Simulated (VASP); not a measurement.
Input:

```
CELL_PARAMETERS angstrom
     -1.66121     1.66121     3.80133
      1.66121    -1.66121     3.80133
      1.66121     1.66121    -3.80133
ATOMIC_POSITIONS crystal
  Co 0.70811 0.70811 0.00000
  Co 0.50326 0.95811 0.54515
  Si 0.20789 0.20789 0.00000
  Si 0.95789 0.45789 0.50000
```

The numbers are results of PBEsol GGA, VASP's PBE PAW potentials (set 64) (plane waves; VASP 6.6.1), not measurements. Settings: 480 eV cut-off, 12×12×12 Γ-centred mesh, first-order Methfessel-Paxton smearing of 0.10 eV, potentials Co Si.

**Question.** Which forces act on the atoms, in eV/Å?

**Answer.** 
```tsv
atom	Fx	Fy	Fz
Co1	0.000	0.165	-0.186
Co2	0.000	-1.326	0.146
Si3	0.000	0.251	0.024
Si4	0.000	0.911	0.017
```

**Question.** Give the stress tensor in GPa (positive for a compressed cell).

**Answer.** 
```
 2.46   0.00   0.00
 0.00   2.42  -5.39
 0.00  -5.39   1.46
```
The pressure is its mean diagonal, 2.12 GPa.

The structure was generated: CoSi was put into the NbAs type (I4_1md), which need not be its known phase. This cell was strained or had an atom moved on purpose. The run is not spin-polarised, so no magnetic state was tried.
